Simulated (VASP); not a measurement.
Input of a VASP 6.6.1 run:

INCAR

```
SYSTEM = CSO
  PREC = Accurate
  ENCUT = 520
  EDIFF = 1E-6
  ISMEAR = -1
  SIGMA = 0.02
  LREAL = Auto
  LASPH = .TRUE.
  NELM = 100
  ALGO = Normal
  ISIF = 2
  LWAVE = .FALSE.
  LCHARG = .TRUE.
  GGA = PE
  LELF = .TRUE.
  LVHAR = .TRUE.
  NBANDS = 82
```

Contents of KPOINTS:

```
regular mesh
0
G
  1 1 1
  0 0 0
```

The input POSCAR:

```
CSO
1.0
    8.7241410000      0.0000000000      0.0000000000
    0.0000000000      8.7241410000      0.0000000000
    0.0000000000      0.0000000000      8.7241410000
O C S
8 8 8
Direct
    0.9476119196      0.8392688747      0.2345216566
    0.5159132572      0.4395962880      0.0249881335
    0.1372742600      0.4795658392      0.1336979767
    0.2285955718      0.8604285511      1.0922565328
    0.8651396166      0.3524243820      0.5938120441
    0.5524096871      0.0750561001      0.2025185058
    0.6831847399      0.6529124185      0.6966187273
    0.3748563899      0.5094025876      0.6470665708
    1.0384403462      0.8027953698      0.3253844705
    0.5782804290      0.4629452917      0.1439568664
    0.1057754569      0.3658125195      0.1942082321
    0.1458710949      0.8224190783      0.9910316672
    0.8532989093      0.2935074066      0.7152452029
    0.5676662035      0.0496094687      0.3337176692
    0.6472270450      0.7433167346      0.7896594060
    0.3215101636      0.3900555940      0.6764906711
    1.1619596703      0.7595590213      0.4500729642
    0.6562136032      0.4817437041      0.3038465334
    0.0598798208      0.2097398472      0.2667540564
    0.0415857561      0.7828507128      0.8490807290
    0.8340419991      0.2101524952      0.8738281511
    0.5791744998      0.0141331966      0.5113626660
    0.6020764680      0.8606463376      0.9132589673
    0.2523342986      0.2353584152      0.7330807698
```

Potentials or basis: VASP PAW PBE potentials, release 64 (O, C, S).

Command:

```sh
$ cat potpaw_PBE.64/O/POTCAR potpaw_PBE.64/C/POTCAR potpaw_PBE.64/S/POTCAR > POTCAR
$ mpirun -np 1 vasp_gam > vasp.out
```

Problem. Estimate the band gap on the k mesh.

Solution. 4.79 eV, direct.

Problem. Predict the largest force.

Solution. 1.975 eV/Å.

Problem. Estimate the pressure.

Solution. 0.2 GPa.

Stress tensor (GPa, compression positive):
```
 0.29  0.00 -0.76
 0.00  0.97 -0.07
-0.76 -0.07 -0.63
```

Caveat: the standard files for N, O and F lose accuracy on very short bonds. Expect the measured gap to be larger: semilocal functionals such as PBE lack the derivative discontinuity.
